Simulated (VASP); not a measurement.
Level of theory: PBE GGA, VASP's PBE PAW potentials (set 64) (plane waves; VASP).

VASP input:

File POSCAR:
```
SrCl2
5.0343170
  0.0000000000   0.7071068429   0.7071068429
  0.7071068429   0.0000000000   0.7071068429
  0.7071068429   0.7071068429   0.0000000000
Sr Cl
1 2
Cartesian
  0.0000000000   0.0000000000   0.0000000000
  0.3535534214   0.3535534214   0.3535534214
  1.0606602643   1.0606602643   1.0606602643
```

INCAR:
```
KSPACING  =  0.5
SIGMA  =  0.05   # width (eV)
EDIFF  =  1E-6
SYSTEM  =  SrCl2
NELM  =  100
LMAXMIX  =  4
ISIF  =  2   # forces and stress, cell fixed
LWAVE  =  .FALSE.
ISMEAR  =  0   # Gaussian
LASPH  =  .TRUE.   # aspherical one-centre terms
ALGO  =  Normal   # blocked Davidson
PREC  =  Accurate
LREAL  =  .FALSE.   # projection in real space or not
ENCUT  =  400
GGA  =  PE
LCHARG  =  .FALSE.
KGAMMA  =  .TRUE.
```

POTCAR, in this order: Sr_sv Cl (PBE.64 set). Program: vasp_std.

The run wrote:

**OSZICAR**
```
       N       E                     dE             d eps       ncg     rms          rms(c)
DAV:   1     0.136108182113E+03    0.13611E+03   -0.10183E+04   256   0.110E+03
DAV:   2    -0.414293295560E+01   -0.14025E+03   -0.13688E+03   328   0.226E+02
DAV:   3    -0.128851592761E+02   -0.87422E+01   -0.87360E+01   352   0.626E+01
DAV:   4    -0.130803469932E+02   -0.19519E+00   -0.19514E+00   448   0.806E+00
DAV:   5    -0.130863162565E+02   -0.59693E-02   -0.59690E-02   368   0.895E-01    0.114E+01
DAV:   6    -0.127631889605E+02    0.32313E+00   -0.87473E-01   336   0.521E+00    0.755E+00
DAV:   7    -0.127706414150E+02   -0.74525E-02   -0.45578E-01   408   0.404E+00    0.216E+00
DAV:   8    -0.127782817953E+02   -0.76404E-02   -0.59132E-02   312   0.145E+00    0.294E-01
DAV:   9    -0.127799513275E+02   -0.16695E-02   -0.31982E-03   376   0.326E-01    0.113E-01
DAV:  10    -0.127812608590E+02   -0.13095E-02   -0.11403E-03   288   0.219E-01    0.316E-02
DAV:  11    -0.127813389281E+02   -0.78069E-04   -0.87172E-05   392   0.544E-02    0.339E-02
DAV:  12    -0.127813529867E+02   -0.14059E-04   -0.13075E-05   296   0.212E-02    0.109E-02
DAV:  13    -0.127813555805E+02   -0.25938E-05   -0.76657E-06   360   0.146E-02    0.259E-03
DAV:  14    -0.127813555261E+02    0.54416E-07   -0.22972E-07   256   0.354E-03
   1 F= -.12781356E+02 E0= -.12781356E+02  d E =-.150557E-14
```

File OUTCAR:
```
------------------------ aborting loop because EDIFF is reached ----------------------------------------
  FORCE on cell =-STRESS in cart. coord.  units (eV):
  Direction    XX          YY          ZZ          XY          YZ          ZX
  --------------------------------------------------------------------------------------
  Total       -0.5638121     -0.5638121     -0.5638121     -0.0000000     -0.0000000      0.0000000
  in kB      -10.0124004    -10.0124004    -10.0124004     -0.0000000     -0.0000000      0.0000000
  external PRESSURE =     -10.0124004 kB  Pullay stress =       0.0000000 kB
  volume of cell :       90.22
      direct lattice vectors                 reciprocal lattice vectors
     0.000000000  3.559800000  3.559800000    -0.140457329  0.140457329  0.140457329
     3.559800000  0.000000000  3.559800000     0.140457329 -0.140457329  0.140457329
     3.559800000  3.559800000  0.000000000     0.140457329  0.140457329 -0.140457329
 POSITION                                       TOTAL-FORCE (eV/Angst)
 -----------------------------------------------------------------------------------
      0.00000      0.00000      0.00000         0.000000      0.000000     -0.000000
      1.77990      1.77990      1.77990        -0.000000     -0.000000     -0.000000
      5.33970      5.33970      5.33970         0.000000      0.000000      0.000000
 -----------------------------------------------------------------------------------
    total drift:                                0.000000      0.000000      0.000000
  FREE ENERGIE OF THE ION-ELECTRON SYSTEM (eV)
  ---------------------------------------------------
  free  energy   TOTEN  =       -12.7813555261 eV

  energy  without entropy=      -12.7813555261  energy(sigma->0) =      -12.78135553
```
(Selected blocks of OUTCAR.)

The compound is SrCl2 in the fluorite structure. The cell was not relaxed at this level. The run is one of a series of settings (KGAMMA = .TRUE., KSPACING = 0.5, KPOINTS file removed against the base run), some of them coarse on purpose.
